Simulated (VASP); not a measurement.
Input of a VASP 6.6.1 run:

Contents of INCAR:

```
SYSTEM = LiMg3
  PREC = Accurate
  ENCUT = 520
  EDIFF = 1E-7
  ISMEAR = -1
  SIGMA = 0.1
  LREAL = .FALSE.
  LASPH = .TRUE.
  NELM = 100
  ALGO = Fast
  ISIF = 2
  LWAVE = .FALSE.
  LCHARG = .FALSE.
  GGA = CA
  NBANDS = 12
```

File KPOINTS:

```
Automatic mesh
0
G
  5 5 5
  0 0 0
```

Contents of POSCAR:

```
LiMg3
1.0
    4.4691160382      0.0000000000      0.0000000000
    0.0000000000      4.4691160382      0.0000000000
    0.0000000000      0.0000000000      4.4691160382
Li Mg
1 3
Direct
    0.0000000000      0.0000000000      0.0000000000
    0.5000000000      0.5000000000      0.0000000000
    0.5000000000      0.0000000000      0.5000000000
    0.0000000000      0.5000000000      0.5000000000
```

Potentials or basis: VASP PAW LDA potentials, release 64 (Li_sv, Mg).

Run with:

```sh
$ cat potpaw_LDA.64/Li_sv/POTCAR potpaw_LDA.64/Mg/POTCAR > POTCAR
$ mpirun -np 1 vasp_std > vasp.out
```

Q: Predict the band gap on the k mesh.

A: None (metal or under the smearing width).
